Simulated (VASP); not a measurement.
# Be3ZnTe4 (I-42m) in VASP: further runs

Runs on Be3ZnTe4. Level: PBE. Tasks: relaxation of cell and atoms.

Everything below comes from runs of VASP 6.6.1. Logs are shortened: lines on timing, memory, paths and dates and some standing lists are left out, and cuts for length are marked.

## 1. Starting point

Symmetry: I-42m, No. 121, tetragonal system. Conventional cell: a = 5.800 Å, b = 5.800 Å, c = 11.578 Å, α = 90.00°, β = 90.00°, γ = 90.00°. Be (site symmetry -42m) has 4 Te at 2.46 Å as nearest neighbours. Around Be (site symmetry -4) lie 4 Te at 2.47 Å. Around Zn (site symmetry -42m) lie 4 Te at 2.65 Å. Te (site symmetry m) is surrounded by 3 Be at 2.46 to 2.47 Å and 1 Zn at 2.65 Å.

The cell was built by a generator and needn't be a form met in nature.

## 2. Relaxation of cell and atoms, PBE

Contents of INCAR:

```
SYSTEM = Be3ZnTe4
  PREC = Accurate
  ENCUT = 520
  EDIFF = 1E-6
  ISMEAR = 0
  SIGMA = 0.03
  LREAL = .FALSE.
  LASPH = .TRUE.
  NELM = 120
  ALGO = Normal
  ISIF = 3
  LWAVE = .FALSE.
  LCHARG = .FALSE.
  GGA = PE
  IBRION = 2
  NSW = 90
  EDIFFG = -0.01
  KPAR = 8
```

Contents of KPOINTS:

```
regular mesh
0
G
  6 6 6
  0 0 0
```

Contents of POSCAR:

```
Be3ZnTe4
1.0
   -2.9000000000      2.9000000000      5.7890000000
    2.9000000000     -2.9000000000      5.7890000000
    2.9000000000      2.9000000000     -5.7890000000
Be Zn Te
3 1 4
Direct
    0.5000000000      0.5000000000      0.0000000000
    0.7500000000      0.2500000000      0.5000000000
    0.2500000000      0.7500000000      0.5000000000
    0.0000000000      0.0000000000      0.0000000000
    0.1335447700      0.1335447700      0.5289655200
    0.6045792600      0.6045792600      0.4710344800
    0.8664552300      0.3954207400      0.0000000000
    0.3954207400      0.8664552300      0.0000000000
```

Potentials or basis: VASP PAW PBE potentials, release 64 (Be, Zn, Te).

Run with:

```bash
> cat potpaw_PBE.64/Be/POTCAR potpaw_PBE.64/Zn/POTCAR potpaw_PBE.64/Te/POTCAR > POTCAR
> mpirun -np 8 vasp_std > vasp.out
```

OUTCAR:

```text
SYSTEM = Be3ZnTe4
   PREC = Accurate
   ENCUT = 520
   EDIFF = 1E-6
   ISMEAR = 0
   LREAL = .FALSE.
   LASPH = .TRUE.
   NELM = 120
   ISIF = 3
   GGA = PE
   IBRION = 2
   NSW = 90
   EDIFFG = -0.01

 ion  position               nearest neighbor table
   1  0.500  0.500  0.000-   6 2.46   7 2.46   8 2.46   5 2.46
   2  0.750  0.250  0.500-   5 2.47   7 2.47   8 2.47   6 2.47
   3  0.250  0.750  0.500-   5 2.47   8 2.47   7 2.47   6 2.47
   4  0.000  0.000  0.000-   7 2.65   8 2.65   6 2.65   5 2.65
   5  0.134  0.134  0.529-   1 2.46   2 2.47   3 2.47   4 2.65
   6  0.605  0.605  0.471-   1 2.46   2 2.47   3 2.47   4 2.65
   7  0.866  0.395  0.000-   1 2.46   3 2.47   2 2.47   4 2.65
   8  0.395  0.866  0.000-   1 2.46   2 2.47   3 2.47   4 2.65

  LATTYP: Found a body centered tetragonal cell.
 ALAT       =     5.8000000000
 C/A-ratio  =     1.9962068966

  Lattice vectors:

 A1 = (  -2.9000000000,   2.9000000000,   5.7890000000)
 A2 = (   2.9000000000,  -2.9000000000,   5.7890000000)
 A3 = (   2.9000000000,   2.9000000000,  -5.7890000000)

Analysis of symmetry for initial positions (statically):
=====================================================================
 Subroutine PRICEL returns:
 Original cell was already a primitive cell.

 Routine SETGRP: Setting up the symmetry group for a
 body centered tetragonal supercell.

 Subroutine GETGRP returns: Found  8 space group operations
 (whereof  8 operations were pure point group operations)
 out of a pool of 16 trial point group operations.

The static configuration has the point symmetry D_2d.

Analysis of symmetry for dynamics (positions and initial velocities):
=====================================================================
 Subroutine PRICEL returns:
 Original cell was already a primitive cell.

 Routine SETGRP: Setting up the symmetry group for a
 body centered tetragonal supercell.

 Subroutine GETGRP returns: Found  8 space group operations
 (whereof  8 operations were pure point group operations)
 out of a pool of 16 trial point group operations.

The dynamic configuration has the point symmetry D_2d.

 Subroutine INISYM returns: Found  8 space group operations
 (whereof  8 operations are pure point group operations),
 and found     1 'primitive' translations

----------------------------------------------------------------------------------------

[... 114 lines left out ...]
   PSTRESS=    0.0 pullay stress
   NELECT =      42.0000    total number of electrons
   NUPDOWN=      -1.0000    fix difference up-down
   EMIN   =  10.00;   EMAX   =-10.00  energy-range for DOS
   EFERMI =   0.00;   METHOD = LEGACY
   ISMEAR =     0;   SIGMA  =   0.03  broadening in eV -4-tet -1-fermi 0-gaus
   EFERMI_NEDOS =   21; number of points for ismear=-14 and -15
   IALGO  =     38    algorithm
   IMIX   =      4    mixing-type and parameters
     AMIX     =   0.40;   BMIX     =  1.00
     AMIX_MAG =   1.60;   BMIX_MAG =  1.00
  volume/ion in A,a.u.               =      24.34       164.27
  Fermi-wavevector in a.u.,A,eV,Ry     =   0.981759  1.855255 13.113977  0.963850
  Thomas-Fermi vector in A             =   2.112790
   LORBIT       =      0    0 simple, 1 ext, 2 COOP (PROOUT), +10 PAW based schemes
   GGA     = PE    functional components
   LHFCALC =     F    Hartree Fock is set to
   AEXX    =    0.0000 exact exchange contribution
   IVDW    =     0    specifies the selected vdW correction
   LEPSILON=     F    determine dielectric tensor
   LRPA    =     F    only Hartree local field effects (RPA)
 conjugate gradient relaxation of ions
 non-spin polarized calculation
 Gauss-broadening in eV      SIGMA  =   0.03
  energy-cutoff  :      520.00
  volume of cell :      194.74
 maximum number of plane-waves:      5285
 NGX is ok and might be reduce to    54
   NGX = 27   NGY = 27   NGZ = 27

--------------------------------------- Ionic step        1  -------------------------------------------

 number of electron      41.9999987 magnetization

 Free energy of the ion-electron system (eV)
  ---------------------------------------------------
  ext. energy  EPLUGINS =         0.00000000
  ---------------------------------------------------
  free energy    TOTEN  =       -27.96154835 eV

  energy without entropy =      -27.96154835  energy(sigma->0) =      -27.96154835

------------------------ aborting loop because EDIFF is reached ----------------------------------------

  FORCE on cell =-STRESS in cart. coord.  units (eV):
  Direction    XX          YY          ZZ          XY          YZ          ZX
  --------------------------------------------------------------------------------------
  -------------------------------------------------------------------------------------
  Total       -0.0376751     -0.0376751     -0.1054408      0.0000000     -0.0000000      0.0000000
  in kB       -0.3099601     -0.3099601     -0.8674808      0.0000000     -0.0000000      0.0000000
  external PRESSURE =      -0.4958003 kB  Pullay stress =       0.0000000 kB
[... 155 lines left out ...]
--------------------------------------- Ionic step        5  -------------------------------------------

 number of electron      41.9999986 magnetization

 Free energy of the ion-electron system (eV)
  ---------------------------------------------------
  ext. energy  EPLUGINS =         0.00000000
  ---------------------------------------------------
  free energy    TOTEN  =       -27.96235971 eV

  energy without entropy =      -27.96235971  energy(sigma->0) =      -27.96235971

 E-fermi :   4.4663     XC(G=0):  -8.9539

 val. band max:        4.3347408013   @ k =   0.0000   0.0000   0.0000
 cond. band min:       6.3405201901   @ k =   0.5000   0.5000   0.5000
 fundamental gap:      2.0057793888
 Fermi energy:         4.4663126828

 k-point     1 :       0.0000    0.0000    0.0000
  band No.  band energies     occupation
      1      -7.6910      2.00000
      2      -6.1108      2.00000
      3      -6.0806      2.00000
      4      -6.0806      2.00000
      5      -2.3547      2.00000
      6      -2.3533      2.00000
[... 685 lines left out ...]
     25       7.5953      0.00000
     26       8.0546      0.00000

 [... further k-points ...]

------------------------ aborting loop because EDIFF is reached ----------------------------------------

  FORCE on cell =-STRESS in cart. coord.  units (eV):
  Direction    XX          YY          ZZ          XY          YZ          ZX
  --------------------------------------------------------------------------------------
  -------------------------------------------------------------------------------------
  Total       -0.0066179     -0.0066179     -0.0092456      0.0000000      0.0000000      0.0000000
  in kB       -0.0544737     -0.0544737     -0.0761028      0.0000000      0.0000000      0.0000000
  external PRESSURE =      -0.0616834 kB  Pullay stress =       0.0000000 kB
[... 23 lines left out ...]
  FREE ENERGIE OF THE ION-ELECTRON SYSTEM (eV)
  ---------------------------------------------------
  free  energy   TOTEN  =       -27.9623597126 eV

  energy  without entropy=      -27.9623597126  energy(sigma->0) =      -27.96235971

 reached required accuracy - stopping structural energy minimisation
```

OSZICAR:

```text
N       E                     dE             d eps       ncg     rms          rms(c)
DAV:   1     0.218911054597E+03    0.21891E+03   -0.16924E+04  1560   0.142E+03
DAV:   2    -0.837499702004E+01   -0.22729E+03   -0.22190E+03  1796   0.267E+02
DAV:   3    -0.280967329113E+02   -0.19722E+02   -0.19354E+02  1914   0.838E+01
[... 34 lines left out ...]
DAV:   2    -0.279624465353E+02    0.41883E-03   -0.19080E-03  1894   0.742E-01    0.553E-02
DAV:   3    -0.279623813119E+02    0.65223E-04   -0.14216E-04  1818   0.749E-02    0.268E-02
DAV:   4    -0.279623628204E+02    0.18491E-04   -0.20406E-05  1706   0.222E-02    0.131E-02
DAV:   5    -0.279623603348E+02    0.24856E-05   -0.11597E-06   978   0.176E-02    0.650E-03
DAV:   6    -0.279623597126E+02    0.62215E-06   -0.17227E-06   882   0.103E-02
   5 F= -.27962360E+02 E0= -.27962360E+02  d E =-.521596E-04
```

CONTCAR:

```text
Be3ZnTe4
   1.00000000000000
    -2.9004184653423404    2.9004184653423404    5.7844796317354152
     2.9004184653423404   -2.9004184653423404    5.7844796317354152
     2.9004184653423404    2.9004184653423404   -5.7844796317354152
  Be              Zn              Te
     3     1     4
Direct
     0.5000000000000000    0.5000000000000000    0.0000000000000000
     0.7500000000000000    0.2500000000000000    0.5000000000000000
     0.2500000000000000    0.7500000000000000    0.5000000000000000
     0.0000000000000000    0.0000000000000000    0.0000000000000000
     0.1336518799093710    0.1336518799093710    0.5282341126009342
     0.6054177773084375    0.6054177773084375    0.4717658873990658
     0.8663481200906290    0.3945822226915623    0.0000000000000000
     0.3945822226915623    0.8663481200906290    0.0000000000000000

  0.00000000E+00  0.00000000E+00  0.00000000E+00
  0.00000000E+00  0.00000000E+00  0.00000000E+00
  0.00000000E+00  0.00000000E+00  0.00000000E+00
  0.00000000E+00  0.00000000E+00  0.00000000E+00
  0.00000000E+00  0.00000000E+00  0.00000000E+00
  0.00000000E+00  0.00000000E+00  0.00000000E+00
  0.00000000E+00  0.00000000E+00  0.00000000E+00
  0.00000000E+00  0.00000000E+00  0.00000000E+00
```

Wall time 80 s (8 MPI ranks of Intel Xeon 6975P-C (Granite Rapids), shared host); peak memory 0.53 GiB.

What came out:

* Free energy: -27.9624 eV
* Relaxed volume: 24.33 Å³/atom
* Relaxed cell: a = 7.091 Å, b = 7.091 Å, c = 7.091 Å, α = 131.71°, β = 131.71°, γ = 70.68°
* Space group after relaxing (to 0.05 Å): I-42m (No. 121)
* Energy gained by relaxing: 0.1 meV/atom
* Ionic steps: 5
* Pressure after relaxing: 0.0 GPa
* Band gap on the k mesh: 2.01 eV, indirect (least direct gap 2.10 eV)

Forces in eV/Å, atoms in the order of the input:
```
Be   0.000  0.000  0.000
Be   0.000  0.000  0.000
Be   0.000  0.000  0.000
Zn   0.000  0.000  0.000
Te  -0.001 -0.001 -0.002
Te   0.001  0.001 -0.002
Te  -0.001  0.001  0.002
Te   0.001 -0.001  0.002
```

The path:
```
step  energy change (eV)  largest force (eV/Å)  pressure (GPa)  volume (Å³)
   1              0.0000                0.0620           -0.05       194.74
   2             -0.0006                0.0316            0.03       194.53
   3             -0.0007                0.0147            0.06       194.41
   4             -0.0008                0.0083            0.06       194.36
   5             -0.0008                0.0030           -0.01       194.65
```

Final structure:
```
CELL_PARAMETERS angstrom
-2.90042 2.90042 5.78448
2.90042 -2.90042 5.78448
2.90042 2.90042 -5.78448
ATOMIC_POSITIONS crystal
Be 0.50000 0.50000 0.00000
Be 0.75000 0.25000 0.50000
Be 0.25000 0.75000 0.50000
Zn 0.00000 0.00000 0.00000
Te 0.13365 0.13365 0.52823
Te 0.60542 0.60542 0.47177
Te 0.86635 0.39458 0.00000
Te 0.39458 0.86635 0.00000
```

Levels at points of the mesh, in eV from the valence-band top:
| k point | band 18 | band 19 | band 20 | band 21 | band 22 | band 23 | band 24 | band 25 |
| --- | --- | --- | --- | --- | --- | --- | --- | --- |
| (0.00, 0.00, 0.00) | -2.38 | -0.07 | 0.00 | 0.00 | 2.10 | 2.33 | 2.94 | 3.75 |
| (0.50, 0.00, 0.00) | -2.19 | -1.63 | -1.11 | -1.08 | 3.53 | 3.70 | 3.73 | 3.97 |
| (0.50, 0.50, 0.00) | -1.16 | -1.04 | -0.79 | -0.79 | 2.29 | 2.76 | 3.46 | 3.88 |
| (0.50, 0.50, 0.50) | -1.80 | -1.80 | -1.23 | -1.23 | 2.01 | 2.16 | 2.16 | 2.55 |

Caveat: spin-orbit coupling is left out, which moves the levels of the heavy elements. A k mesh can miss the band edges.

## 3. Relaxation of cell and atoms, PBE

Changes to INCAR since step 2:

```diff
@@ -3,3 +3,3 @@
   ENCUT = 520
-  EDIFF = 1E-6
+  EDIFF = 1E-7
   ISMEAR = 0
@@ -15,4 +15,5 @@
   IBRION = 2
-  NSW = 90
-  EDIFFG = -0.01
+  NSW = 60
+  EDIFFG = -0.005
+  POTIM = 0.3
   KPAR = 8
```

KPOINTS is that of step 2.

Contents of POSCAR:

```
Be3ZnTe4                                
1.0
   -2.9004184653      2.9004184653      5.7844796317
    2.9004184653     -2.9004184653      5.7844796317
    2.9004184653      2.9004184653     -5.7844796317
  Be              Zn              Te            
     3     1     4
Direct
     0.5000000000000000    0.5000000000000000    0.0000000000000000
     0.7500000000000000    0.2500000000000000    0.5000000000000000
     0.2500000000000000    0.7500000000000000    0.5000000000000000
     0.0000000000000000    0.0000000000000000    0.0000000000000000
     0.1336518799093710    0.1336518799093710    0.5282341126009342
     0.6054177773084375    0.6054177773084375    0.4717658873990658
     0.8663481200906290    0.3945822226915623    0.0000000000000000
     0.3945822226915623    0.8663481200906290    0.0000000000000000
```

Potentials or basis: VASP PAW PBE potentials, release 64 (Be, Zn, Te).

Run with:

```bash
> cat potpaw_PBE.64/Be/POTCAR potpaw_PBE.64/Zn/POTCAR potpaw_PBE.64/Te/POTCAR > POTCAR
> mpirun -np 8 vasp_std > vasp.out
```

Wall time 35 s (8 MPI ranks of Intel Xeon 6975P-C (Granite Rapids), shared host); peak memory 0.49 GiB.

Results (log left out):

| Quantity | Value |
| --- | --- |
| Free energy | -27.9624 eV |
| Pressure after relaxing | 0.0 GPa |
| Band gap on the k mesh | 2.01 eV, indirect (least direct gap 2.09 eV) |

Forces on the atoms (eV/Å):
```
Be   0.000  0.000  0.000
Be   0.000  0.000  0.000
Be   0.000  0.000  0.000
Zn   0.000  0.000  0.000
Te  -0.001 -0.001 -0.002
Te   0.001  0.001 -0.002
Te  -0.001  0.001  0.002
Te   0.001 -0.001  0.002
```

Final structure:
```yaml
crystal:
  lattice:
    - [-2.90042, 2.90042, 5.78448]
    - [2.90042, -2.90042, 5.78448]
    - [2.90042, 2.90042, -5.78448]
  atoms:
    - { symbol: Be, position: [0.50000, 0.50000, 0.00000] }
    - { symbol: Be, position: [0.75000, 0.25000, 0.50000] }
    - { symbol: Be, position: [0.25000, 0.75000, 0.50000] }
    - { symbol: Zn, position: [0.00000, 0.00000, 0.00000] }
    - { symbol: Te, position: [0.13365, 0.13365, 0.52823] }
    - { symbol: Te, position: [0.60542, 0.60542, 0.47177] }
    - { symbol: Te, position: [0.86635, 0.39458, 0.00000] }
    - { symbol: Te, position: [0.39458, 0.86635, 0.00000] }
```

Levels at points of the mesh, in eV from the valence-band top:
| k point | band 18 | band 19 | band 20 | band 21 | band 22 | band 23 | band 24 | band 25 |
| --- | --- | --- | --- | --- | --- | --- | --- | --- |
| (0.00, 0.00, 0.00) | -2.38 | -0.07 | 0.00 | 0.00 | 2.09 | 2.33 | 2.94 | 3.75 |
| (0.50, 0.00, 0.00) | -2.19 | -1.63 | -1.11 | -1.08 | 3.53 | 3.70 | 3.73 | 3.97 |
| (0.50, 0.50, 0.00) | -1.16 | -1.04 | -0.79 | -0.79 | 2.29 | 2.76 | 3.46 | 3.88 |
| (0.50, 0.50, 0.50) | -1.80 | -1.80 | -1.23 | -1.23 | 2.01 | 2.16 | 2.16 | 2.55 |

Caveat: the relaxation stopped at its first step, so nothing moved; spin-orbit coupling is left out, which moves the levels of the heavy elements. Expect the measured gap to be larger: semilocal functionals such as PBE lack the derivative discontinuity.
